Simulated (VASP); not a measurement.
Mg3CdSe2O2, 8 atoms in the cell. It takes space group R-3m (No. 166, trigonal). Conventional cell: a = 3.609 Å, b = 3.609 Å, c = 34.085 Å, α = 90.00°, β = 90.00°, γ = 120.00°. Around Mg (site symmetry -3m) lie 6 O at 2.25 Å. Mg (site symmetry 3m) has 4 O at 2.27 to 2.59 Å as nearest neighbours. Around Cd (site symmetry -3m) lie 6 Se at 2.94 Å. Se (site symmetry 3m) is surrounded by 3 Mg at 2.80 Å and 3 Cd at 2.94 Å. O (site symmetry 3m) has 6 Mg at 2.25 to 2.27 Å as nearest neighbours. The cell was built by a generator and needn't be a form met in nature.

* Program: VASP 6.6.1
* Task: relaxation of cell and atoms
* Functional: PBE
* Potentials or basis: VASP PAW PBE potentials, release 64 (Mg, Cd, Se, O)
* Cutoff: 520 eV
* k mesh: 5 × 5 × 5
* Occupations: gaussian, width 0.15 eV
* Spin: no spin polarisation
* Further INCAR settings: PREC = Normal; ALGO = Fast; EDIFF = 0.0001; IBRION = 2; EDIFFG = -0.08; NSW = 24; ISIF = 3

Potentials or basis: VASP PAW PBE potentials, release 64 (Mg, Cd, Se, O).

Launch:

```console
$ cat potpaw_PBE.64/Mg/POTCAR potpaw_PBE.64/Cd/POTCAR potpaw_PBE.64/Se/POTCAR potpaw_PBE.64/O/POTCAR > POTCAR
$ mpirun -np 2 vasp_std > vasp.out
```

Hardware: 2 MPI ranks on Intel(R) Xeon(R) Platinum 8488C (Sapphire Rapids), with other jobs on the host.

**Question.** Estimate the wall time of this run.

**Answer.** It took 13 min on 2 MPI ranks on Intel(R) Xeon(R) Platinum 8488C (Sapphire Rapids) (shared host), peak memory 0.66 GiB a rank. Counts: scf iterations 84, k points 19, ion steps 13.
